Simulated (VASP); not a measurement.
Crystal: MgTi2N2.

```
Mg Ti N
1.0
     3.40000    0.00000    0.00000
    -1.70000    2.94449    0.00000
     0.00000    0.00000    6.30000
Mg Ti N
1 2 2
Direct
  0.00000 0.00000 0.00000
  0.66667 0.33333 0.37000
  0.33333 0.66667 0.63000
  0.33333 0.66667 0.26000
  0.66667 0.33333 0.74000
```

The cell was built by a generator and needn't be a form met in nature.

| Property | Result |
| --- | --- |
| Program | VASP 6.6.1 |
| Task | relaxation of cell and atoms |
| Functional | PBE |
| Potentials or basis | VASP PAW PBE potentials, release 64 (Mg, Ti_sv, N) |
| Cutoff | 520 eV |
| k mesh | 5 × 5 × 2 |
| Occupations | gaussian, width 0.15 eV |
| Spin | no spin polarisation |

At the start: pressure -4.5 GPa; volume 12.61 Å³/atom.

Task: How do energy, volume and symmetry change on relaxing?

Result: Over 22 steps the energy falls by 318.9 meV/atom and the volume is 11.81 Å³/atom (-6.4 %); space group P-3m1 (No. 164, to 0.05 Å).

Step by step:
```
step  energy change (eV)  largest force (eV/Å)  pressure (GPa)  volume (Å³)
   1              0.0000                1.2233           -4.46        63.07
   2             -0.1138                0.4992            3.12        59.92
   3             -0.1145                0.4789            2.90        60.04
   4             -0.1503                0.2793           -0.49        61.05
   5             -0.1510                0.2572           -0.87        61.20
   6             -0.1665                0.2812           -0.63        60.86
   7             -0.2156                0.4392            0.80        59.84
   8             -0.4299                0.8752            4.04        57.76
   9             -0.9124                2.2375           14.13        53.45
  10             -0.9416                2.1724           12.96        54.12
  11             -0.9553                2.1137           14.37        53.62
  12             -1.0628                2.0223           12.12        54.22
  13             -1.3166                1.5666            6.39        56.05
  14             -1.5353                0.8098           -3.29        59.81
  15             -1.5383                0.7668           -4.09        60.22
  16             -1.5666                0.5180           -2.44        59.77
  17             -1.5822                0.2506           -0.34        59.25
  18             -1.5832                0.3117            0.19        59.08
  19             -1.5863                0.2621            0.50        59.07
  20             -1.5924                0.1263            0.47        59.06
  21             -1.5922                0.1601            0.17        59.04
  22             -1.5946                0.0382            0.10        59.05
```

Final structure:
```xyz
5
Lattice="3.0488 0.0000 0.0000 -1.5244 2.6403 0.0000 0.0000 0.0000 7.3354" Properties=species:S:1:pos:R:3 pbc="T T T"
Mg    0.0000    0.0000    0.0000
Ti    1.5244    0.8801    2.3948
Ti    0.0000    1.7602    4.9407
N     0.0000    1.7602    1.3674
N     1.5244    0.8801    5.9681
```

Caveat: the k mesh is coarse (spacing up to 0.50 Å⁻¹), so the values aren't converged.
